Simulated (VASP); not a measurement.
An input for Quantum ESPRESSO's pw.x (written as the equivalent of a VASP run, and not itself run):

```
&CONTROL
  calculation = 'scf'
  pseudo_dir = './pseudo'
  outdir = './out'
  tprnfor = .true.
  tstress = .true.
/
&SYSTEM
  ibrav = 0
  nat = 4
  ntyp = 2
  ecutwfc = 110
  occupations = 'smearing'
  smearing = 'methfessel-paxton'
  degauss = 0.00735
  input_dft = 'pbe'
/
&ELECTRONS
  conv_thr = 7.3e-08
  electron_maxstep = 100
/
ATOMIC_SPECIES
  La 138.905 La.upf
  Mg 24.305 Mg.upf
CELL_PARAMETERS angstrom
    -2.6404400    2.6404400    3.7452700
     2.6404400   -2.6404400    3.7452700
     2.6404400    2.6404400   -3.7452700
ATOMIC_POSITIONS crystal
  La   0.0000000  0.0000000  0.0000000
  Mg   0.5000000  0.5000000  0.0000000
  Mg   0.2500000  0.7500000  0.5000000
  Mg   0.7500000  0.2500000  0.5000000
K_POINTS automatic
  2 2 2 1 1 1
```

Translate this input to VASP (INCAR, KPOINTS, POSCAR, choice of POTCAR).

This is not unique; one that fits is 
File KPOINTS:
```
Automatic mesh
0
Monkhorst-Pack
2 2 2
0 0 0
```

**INCAR**
```
SYSTEM = LaMg3
PREC = Accurate; ENCUT = 400; LREAL = .False.
LASPH = .True.
EDIFF = 1E-6; NELM = 100; ALGO = Normal
LMAXMIX = 6
ISMEAR = 1; SIGMA = 0.1
GGA = PE
ISIF = 2
LWAVE = .False.; LCHARG = .False.
```

File POSCAR:
```
LaMg3
7.490540
 -0.3525032908   0.3525032908   0.5000000000
  0.3525032908  -0.3525032908   0.5000000000
  0.3525032908   0.3525032908  -0.5000000000
La Mg
1 3
Cartesian
  0.0000000000   0.0000000000   0.0000000000
  0.0000000000   0.0000000000   0.5000000000
  0.3525032908   0.0000000000   0.2500000000
  0.0000000000   0.3525032908   0.2500000000
```

POTCAR, in this order: La Mg (PBE.64 set). Program: vasp_std.

The two are equivalent in intent, not identical: the potentials are each code's own (VASP's PAW set, PseudoDojo norm-conserving files in pw.x), so ENCUT and ecutwfc are chosen apart and not converted; conv_thr bounds pw.x's estimated SCF error, while EDIFF bounds the energy change between steps; an even Monkhorst-Pack mesh in KPOINTS is the half-step-shifted mesh of pw.x.

The structure comes from a computed database's LaMg3 entry (I4/mmm); how it stands against other phases isn't given here. The cell was not relaxed at this level. The k-mesh is coarse (spacing up to 0.84 per Å, 2π included), so the numbers may not be converged in it. The run is one of a series of settings (KPOINTS 2×2×2 Monkhorst-Pack mesh against the base run), some of them coarse on purpose.
